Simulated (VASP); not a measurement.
Ga11P12 (a cell with a defect), 23 atoms in the cell. The cell holds a defect, 23 atoms: a = 11.562 Å, b = 7.708 Å, c = 7.708 Å, α = 60.00°, β = 60.00°, γ = 60.00°. 

| Item | Value |
| --- | --- |
| Program | VASP 6.6.1 |
| Task | single point |
| Functional | LDA |
| Potentials or basis | VASP PAW LDA potentials, release 64 (Ga_d, P) |
| Cutoff | 350 eV |
| k mesh | 2 × 2 × 2 |
| Occupations | gaussian, width 0.03 eV |
| Spin | collinear spin, ferromagnetic start |
| Starting moments | [0.0, 0.0, 0.0, 0.0, 0.0, 0.0, 0.0, 0.0, 0.0, 0.0, 0.0, 0.75, 0.75, 0.75, 0.0, 0.0, 0.0, 0.0, 0.0, 0.75, 0.0, 0.0, 0.0] μB |
| Fixed moment | 3 μB |
| Dq | 0 |
| Further INCAR settings | LREAL = Auto; ALGO = Normal; EDIFF = 1e-05; NBANDS = 122; ISYM = 0 |

Potentials or basis: VASP PAW LDA potentials, release 64 (Ga_d, P).

The run is started by

```bash
$ cat potpaw_LDA.64/Ga_d/POTCAR potpaw_LDA.64/P/POTCAR > POTCAR
$ mpirun -np 1 vasp_std > vasp.out
```

Hardware: 1 thread of Intel(R) Xeon(R) 6975P-C (Granite Rapids), on a shared host.

Question: How long does it take, and how much memory?

Answer: It took 7.3 min on 1 thread of Intel(R) Xeon(R) 6975P-C (Granite Rapids) (shared host), peak memory 0.54 GiB. Counts: scf iterations 15, k points 8.
